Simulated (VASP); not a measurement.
Output of a VASP run:

OSZICAR:
```
...
DAV:   5    -0.315997831982E+02   -0.18140E-03   -0.18140E-03   768   0.369E-01    0.481E+01
DAV:   6    -0.240622557267E+02    0.75375E+01   -0.40434E+01   670   0.463E+01    0.447E+01
DAV:   7    -0.239881570065E+02    0.74099E-01   -0.98295E-01   705   0.921E+00    0.313E+01
DAV:   8    -0.239465248006E+02    0.41632E-01   -0.27151E-01   656   0.559E+00    0.787E+00
DAV:   9    -0.239334089282E+02    0.13116E-01   -0.51931E-02   733   0.203E+00    0.137E+00
DAV:  10    -0.239332690093E+02    0.13992E-03   -0.26915E-03   768   0.447E-01    0.114E-01
DAV:  11    -0.239332800173E+02   -0.11008E-04   -0.15164E-04   733   0.113E-01    0.110E-01
DAV:  12    -0.239332804943E+02   -0.47701E-06   -0.96251E-06   768   0.301E-02
   1 F= -.23933280E+02 E0= -.23933280E+02  d E =-.239333E+02
       N       E                     dE             d eps       ncg     rms          rms(c)
DAV:   1    -0.282670265957E+02   -0.43337E+01   -0.11093E+02   628   0.972E+01    0.297E+01
DAV:   2    -0.245694423796E+02    0.36976E+01   -0.21854E+01   635   0.329E+01    0.813E+00
DAV:   3    -0.239318037451E+02    0.63764E+00   -0.24047E+00   717   0.981E+00    0.658E+00
DAV:   4    -0.237457106968E+02    0.18609E+00   -0.72575E-01   747   0.660E+00    0.358E+00
DAV:   5    -0.237477843427E+02   -0.20736E-02   -0.98212E-03   705   0.847E-01    0.421E+00
DAV:   6    -0.237443456972E+02    0.34386E-02   -0.11798E-02   712   0.922E-01    0.554E-01
DAV:   7    -0.237443535096E+02   -0.78124E-05   -0.35851E-04   747   0.140E-01    0.355E-01
DAV:   8    -0.237443924746E+02   -0.38965E-04   -0.91709E-05   734   0.697E-02    0.659E-02
DAV:   9    -0.237443868391E+02    0.56355E-05   -0.15471E-05   749   0.293E-02    0.285E-02
DAV:  10    -0.237443890912E+02   -0.22521E-05   -0.15223E-06   531   0.103E-02    0.123E-02
DAV:  11    -0.237443892600E+02   -0.16880E-06   -0.19852E-07   370   0.413E-03
   2 F= -.23744389E+02 E0= -.23744389E+02  d E =0.188891E+00
       N       E                     dE             d eps       ncg     rms          rms(c)
DAV:   1    -0.258020969462E+02   -0.20577E+01   -0.42256E+01   663   0.623E+01    0.167E+01
DAV:   2    -0.243564239617E+02    0.14457E+01   -0.75427E+00   635   0.195E+01    0.412E+00
DAV:   3    -0.241560670324E+02    0.20036E+00   -0.37787E-01   753   0.524E+00    0.327E+00
DAV:   4    -0.241002828102E+02    0.55784E-01   -0.17934E-01   740   0.352E+00    0.250E+00
DAV:   5    -0.240997811860E+02    0.50162E-03   -0.76728E-03   747   0.673E-01    0.755E-01
DAV:   6    -0.240995111769E+02    0.27001E-03   -0.86626E-04   692   0.249E-01    0.828E-02
DAV:   7    -0.240995174796E+02   -0.63027E-05   -0.41978E-05   733   0.570E-02    0.642E-02
DAV:   8    -0.240995071192E+02    0.10360E-04   -0.27114E-05   712   0.383E-02    0.152E-02
DAV:   9    -0.240995070132E+02    0.10598E-06   -0.14799E-06   515   0.102E-02
   3 F= -.24099507E+02 E0= -.24099507E+02  d E =-.166227E+00
       N       E                     dE             d eps       ncg     rms          rms(c)
DAV:   1    -0.241003687966E+02   -0.86168E-03   -0.16907E-02   649   0.124E+00    0.372E-01
DAV:   2    -0.240997961297E+02    0.57267E-03   -0.29925E-03   621   0.397E-01    0.989E-02
DAV:   3    -0.240997102540E+02    0.85876E-04   -0.16603E-04   759   0.106E-01    0.751E-02
DAV:   4    -0.240996865625E+02    0.23691E-04   -0.75435E-05   761   0.722E-02    0.509E-02
DAV:   5    -0.240996867582E+02   -0.19566E-06   -0.15847E-06   603   0.106E-02
   4 F= -.24099687E+02 E0= -.24099687E+02  d E =-.166406E+00
```

File OUTCAR:
```
------------------------ aborting loop because EDIFF is reached ----------------------------------------
  FORCE on cell =-STRESS in cart. coord.  units (eV):
  Direction    XX          YY          ZZ          XY          YZ          ZX
  --------------------------------------------------------------------------------------
  Total       -0.0150089     -0.0150089     -0.0150089      0.0000000      0.0000000     -0.0000000
  in kB       -0.7020757     -0.7020757     -0.7020757      0.0000000      0.0000000     -0.0000000
  external PRESSURE =      -0.7020757 kB  Pullay stress =       0.0000000 kB
  volume of cell :       34.25
      direct lattice vectors                 reciprocal lattice vectors
     0.000000000  2.577597019  2.577597019    -0.193979119  0.193979119  0.193979119
     2.577597019  0.000000000  2.577597019     0.193979119 -0.193979119  0.193979119
     2.577597019  2.577597019  0.000000000     0.193979119  0.193979119 -0.193979119
 POSITION                                       TOTAL-FORCE (eV/Angst)
 -----------------------------------------------------------------------------------
      0.00000      0.00000      0.00000         0.000000      0.000000     -0.000000
      1.28880      1.28880      1.28880        -0.000000     -0.000000     -0.000000
      3.86640      3.86640      3.86640         0.000000      0.000000      0.000000
 -----------------------------------------------------------------------------------
    total drift:                                0.000000      0.000000      0.000000
  FREE ENERGIE OF THE ION-ELECTRON SYSTEM (eV)
  ---------------------------------------------------
  free  energy   TOTEN  =       -24.0996867582 eV

  energy  without entropy=      -24.0996867582  energy(sigma->0) =      -24.09968676

 reached required accuracy - stopping structural energy minimisation
```
(Selected blocks of OUTCAR.)

**POSCAR**
```
HfO2
1
    0.0000000000     2.5104630631     2.5104630631
    2.5104630631     0.0000000000     2.5104630631
    2.5104630631     2.5104630631     0.0000000000
Hf O
1 2
Direct
  0.0000000000   0.0000000000   0.0000000000
  0.2500000000   0.2500000000   0.2500000000
  0.7500000000   0.7500000000   0.7500000000
```

Task: Reconstruct the remaining input files.

Result: Several could match; the one computed here: the input of the run itself, vdW-DF2, plane waves, VASP's PBE PAW potentials (set 64).

### INCAR
```
SYSTEM = HfO2
PREC = Accurate; ENCUT = 520; LREAL = .FALSE.
LASPH = .TRUE.
EDIFF = 1E-6; NELM = 100; ALGO = Normal
LMAXMIX = 6
ISMEAR = 0; SIGMA = 0.05
GGA = ML; LUSE_VDW = .TRUE.; AGGAC = 0.0
ZAB_VDW = -1.8867
IBRION = 2; NSW = 60; ISIF = 3
EDIFFG = -0.02
LWAVE = .FALSE.; LCHARG = .FALSE.
```

### KPOINTS
```
Automatic mesh
0
gamma
  7 7 7
0 0 0
```

POTCAR, in this order: Hf_pv O (PBE.64 set). Program: vasp_std.

Energy and stress use the plane-wave basis of the starting cell.

The compound is HfO2 in the fluorite structure, the high-temperature cubic form, which is unstable at 0 K; the monoclinic form is the stable one. This run relaxes it. Symmetry was kept, so distortions that lower it aren't found. The start is the result of an earlier pass.
